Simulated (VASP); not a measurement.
TaHg2BrO4: single point with r2SCAN

The system is TaHg2BrO4.

```
Ta O Br Hg
1.0
     3.69462    0.00023   -0.00021
     0.00023    3.69670    0.00030
    -0.00049    0.00070    8.71251
Ta O Br Hg
1 4 1 2
Cartesian
  0.0531 0.1000 0.0260
  1.8260 3.6005 7.3037
  0.0222 1.8109 7.4814
  1.6829 3.6518 1.3751
  0.0364 1.9108 1.1914
  3.6784 0.0454 4.4152
  1.7748 1.7495 6.4717
  1.7795 1.6886 2.3698
```

The cell was built by a generator and needn't be a form met in nature.

```
Program             : VASP 6.6.1
Task                : single point
Functional          : r2SCAN
Potentials or basis : VASP PAW PBE potentials, release 64 (Ta_pv, O, Br, Hg)
Cutoff              : 520 eV
k mesh              : 5 × 5 × 2, shifted
Occupations         : fermi-dirac, width 0.1 eV
Spin                : no spin polarisation
```

```
Pressure               : 11.4 GPa
Largest force          : 6.314 eV/Å
Band gap on the k mesh : 0.11 eV, indirect (least direct gap 0.60 eV)
```

Forces in eV/Å, atoms in the order of the input:
```
Ta   0.861 -0.016  0.094
O   -0.163  0.206  4.490
O   -2.010 -0.832  4.136
O    0.121 -1.373 -4.420
O   -2.135 -0.668 -3.107
Br  -0.087  0.041 -0.307
Hg   1.865  0.417 -6.018
Hg   1.548  2.223  5.132
```

Stress tensor (GPa, compression positive):
```
14.22  0.96 -0.47
 0.96 15.75  3.19
-0.47  3.19  4.17
```

Levels at points of the mesh, in eV from the valence-band top:
```
           k point  band 31  band 32  band 33  band 34  band 35  band 36
(0.50, 0.00, 0.00)    -1.60    -1.41    -1.02     0.94     1.26     2.32
(0.50, 0.00, 0.50)    -1.85    -1.51    -1.02     0.92     1.21     2.30
```

It took 5.3 min on 1 thread of Intel(R) Xeon(R) Platinum 8488C (Sapphire Rapids), with other jobs on the host, peak memory 0.32 GiB.

Caveat: the PAW data sets were made with another functional, which shifts forces and pressure a little; spin-orbit coupling is left out, which moves the levels of the heavy elements. r2SCAN opens gaps a little over a GGA but as a rule still falls short of measured ones.
